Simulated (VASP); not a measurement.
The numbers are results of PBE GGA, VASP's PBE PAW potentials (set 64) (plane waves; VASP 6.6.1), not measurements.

The input files of a VASP run:

**POSCAR**
```
NbAl
4.2038520
  0.0000000000   0.7071068474   0.7071068474
  0.7071068474   0.0000000000   0.7071068474
  0.7071068474   0.7071068474   0.0000000000
Nb Al
1 1
Cart
  0.0000000000   0.7071068474   0.7071068474
  0.3535534237   0.3535534237   0.3535534237
```

INCAR:
```
SYSTEM = NbAl
PREC = Accurate; ENCUT = 400; LREAL = F
LASPH = T
EDIFF = 1E-7; NELM = 100; ALGO = Normal
LMAXMIX = 4
ISMEAR = -5
GGA = PE
ISIF = 2
LWAVE = F; LCHARG = T; LORBIT = 11
NEDOS = 601
```

File KPOINTS:
```
Automatic mesh
0
Gamma
12 12 12
0 0 0
```

POTCAR, in this order: Nb_sv Al (PBE.64 set). Program: vasp_std.

Output

**OSZICAR**
```
       N       E                     dE             d eps       ncg     rms          rms(c)
DAV:   1     0.858666714586E+02    0.85867E+02   -0.70002E+03  1832   0.994E+02
DAV:   2    -0.552960948900E+01   -0.91396E+02   -0.87650E+02  2168   0.310E+02
DAV:   3    -0.110695914884E+02   -0.55400E+01   -0.52700E+01  2892   0.568E+01
DAV:   4    -0.112996350453E+02   -0.23004E+00   -0.22556E+00  2340   0.121E+01
DAV:   5    -0.113127471379E+02   -0.13112E-01   -0.13084E-01  2920   0.268E+00    0.612E+00
DAV:   6    -0.104138884796E+02    0.89886E+00   -0.51754E+00  2720   0.171E+01    0.194E+00
DAV:   7    -0.103996005638E+02    0.14288E-01   -0.21788E-01  2716   0.452E+00    0.120E+00
DAV:   8    -0.104057700114E+02   -0.61694E-02   -0.14623E-02  2240   0.119E+00    0.899E-02
DAV:   9    -0.104060016654E+02   -0.23165E-03   -0.17882E-03  2892   0.281E-01    0.843E-02
DAV:  10    -0.104059642872E+02    0.37378E-04   -0.66790E-05  2428   0.766E-02    0.392E-02
DAV:  11    -0.104059566251E+02    0.76620E-05   -0.19244E-05  2796   0.430E-02    0.102E-02
DAV:  12    -0.104059608241E+02   -0.41990E-05   -0.19475E-06  2180   0.819E-03    0.379E-03
DAV:  13    -0.104059585116E+02    0.23126E-05   -0.28677E-07  2180   0.468E-03    0.132E-03
DAV:  14    -0.104059582106E+02    0.30096E-06   -0.30955E-08  1428   0.223E-03    0.715E-04
DAV:  15    -0.104059584329E+02   -0.22234E-06   -0.74602E-09  1308   0.144E-03    0.220E-04
DAV:  16    -0.104059585610E+02   -0.12806E-06   -0.25779E-09  1260   0.487E-04    0.895E-05
DAV:  17    -0.104059586023E+02   -0.41264E-07   -0.10086E-09  1136   0.387E-04
   1 F= -.10405959E+02 E0= -.10405959E+02  d E =0.000000E+00
```

OUTCAR:
```
------------------------ aborting loop because EDIFF is reached ----------------------------------------
  FORCE on cell =-STRESS in cart. coord.  units (eV):
  Direction    XX          YY          ZZ          XY          YZ          ZX
  --------------------------------------------------------------------------------------
  Total        0.0416981      0.0416981      0.0416981      0.0000000     -0.0000000     -0.0000000
  in kB        1.2717440      1.2717440      1.2717440      0.0000000     -0.0000000     -0.0000000
  external PRESSURE =       1.2717440 kB  Pullay stress =       0.0000000 kB
  volume of cell :       52.53
      direct lattice vectors                 reciprocal lattice vectors
     0.000000000  2.972572534  2.972572534    -0.168204474  0.168204474  0.168204474
     2.972572534  0.000000000  2.972572534     0.168204474 -0.168204474  0.168204474
     2.972572534  2.972572534  0.000000000     0.168204474  0.168204474 -0.168204474
 POSITION                                       TOTAL-FORCE (eV/Angst)
 -----------------------------------------------------------------------------------
      0.00000      0.00000      0.00000        -0.000000      0.000000      0.000000
      1.48629      1.48629      1.48629         0.000000     -0.000000     -0.000000
 -----------------------------------------------------------------------------------
    total drift:                                0.000001      0.000001      0.000001
  FREE ENERGIE OF THE ION-ELECTRON SYSTEM (eV)
  ---------------------------------------------------
  free  energy   TOTEN  =       -10.4059586023 eV

  energy  without entropy=      -10.4059586023  energy(sigma->0) =      -10.40595860

 total charge

# of ion       s       p       d       tot
------------------------------------------
    1        2.166   5.937   2.552  10.655
    2        0.510   0.417   0.000   0.927
--------------------------------------------------
tot          2.676   6.354   2.552  11.582
```
(Selected blocks of OUTCAR.)

### OUTCAR
```
 val. band max:        4.7880607387   @ k =  -0.4167   0.4167   0.1667

 cond. band min:       4.7254921588   @ k =   0.4167   0.3333   0.0833


 Fermi energy:         4.7702828133

 k-point     1 :       0.0000    0.0000    0.0000
  band No.  band energies     occupation
      1     -50.2296      2.00000
      2     -26.3041      2.00000
      3     -26.3041      2.00000
      4     -26.3041      2.00000
      5      -1.7160      2.00000
      6       3.5173      2.00000
      7       3.5173      2.00000
      8       3.5173      2.00000
      9       5.2280      0.00000
     10       5.2280      0.00000
     11      11.3721      0.00000
     12      11.9746      0.00000

 k-point     2 :       0.0833    0.0000    0.0000
  band No.  band energies     occupation
      1     -50.2295      2.00000
      2     -26.3065      2.00000
      3     -26.3045      2.00000
      4     -26.3045      2.00000
      5      -1.6271      2.00000
      6       3.4541      2.00000
      7       3.5545      2.00000
      8       3.5545      2.00000
      9       5.2060      0.00000
     10       5.2060      0.00000
     11      11.1201      0.00000
     12      11.7276      0.00000

 k-point     3 :       0.1667    0.0000    0.0000
  band No.  band energies     occupation
      1     -50.2292      2.00000
      2     -26.3128      2.00000
      3     -26.3054      2.00000
      4     -26.3054      2.00000
      5      -1.3697      2.00000
      6       3.2926      2.00000
      7       3.6473      2.00000
      8       3.6473      2.00000
      9       5.1718      0.00000
     10       5.1718      0.00000
     11       9.9012      0.00000
     12      11.7851      0.00000

 k-point     4 :       0.2500    0.0000    0.0000
  band No.  band energies     occupation
      1     -50.2287      2.00000
      2     -26.3217      2.00000
      3     -26.3067      2.00000
      4     -26.3067      2.00000
      5      -0.9754      2.00000
      6       3.0953      2.00000
...
```

For a metal the tetrahedron method with Blöchl corrections gives inexact stress and forces.

The structure was generated: NbAl was put into the zinc blende type (F-43m), which need not be its known phase. It was relaxed first, which changed the volume by -26 %.
